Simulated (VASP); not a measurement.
```xyz
2
Lattice="0.0000 2.6892 2.6892 2.6892 0.0000 2.6892 2.6892 2.6892 0.0000" Properties=species:S:1:pos:R:3 pbc="T T T"
Sn     0.0000     0.0000     0.0000
O      1.3446     1.3446     1.3446
```

Computed with PBEsol GGA, VASP's PBE PAW potentials (set 64) (plane waves; VASP 6.6.1). Run with 620 eV cut-off, 12×12×12 Γ-centred mesh, first-order Methfessel-Paxton smearing of 0.10 eV, potentials Sn_d O.

Unless said otherwise, spin-orbit coupling is left out, though it shifts the bands of the heavy elements here.

Q: Estimate the energy per atom (σ→0), band gap (on the k-mesh) with the smallest direct gap where there is one.

A: 
```
Quantity                                                    Result
------------------------  ----------------------------------------
band gap (on the k-mesh)  none (metal, semimetal or under 0.01 eV)
energy per atom (σ→0)                               -5.558 eV/atom
```

Total energies compare only between runs with the same potentials, cut-off and functional.

The structure was generated: SnO was put into the zinc blende type (F-43m), which need not be its known phase. It was relaxed first, which changed the volume by +47 %.
